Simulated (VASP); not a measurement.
```xyz
2
Lattice="2.8700 0.0000 0.0000 0.0000 2.8700 0.0000 0.0000 0.0000 2.8700" Properties=species:S:1:pos:R:3 pbc="T T T"
Co     0.0000     0.0000     0.0000
Ge     1.4350     1.4350     1.4350
```
Starting moments (μB, in the order of the record's atoms Co Ge): 3.0 0.0.

All values below come from PBE GGA, VASP's PBE PAW potentials (set 64) (plane waves; VASP). Settings: 400 eV cut-off, 11×11×11 Γ-centred mesh, first-order Methfessel-Paxton smearing of 0.10 eV, potentials Co Ge_d.

**Question.** Give the stress tensor in GPa (positive for a compressed cell).

**Answer.** 
```
10.26   0.00   0.00
 0.00  10.26   0.00
 0.00   0.00  10.26
```
The pressure is its mean diagonal, 10.26 GPa.

The structure was generated: CoGe was put into the CsCl type (Pm-3m), which need not be its known phase. The cell was not relaxed at this level.
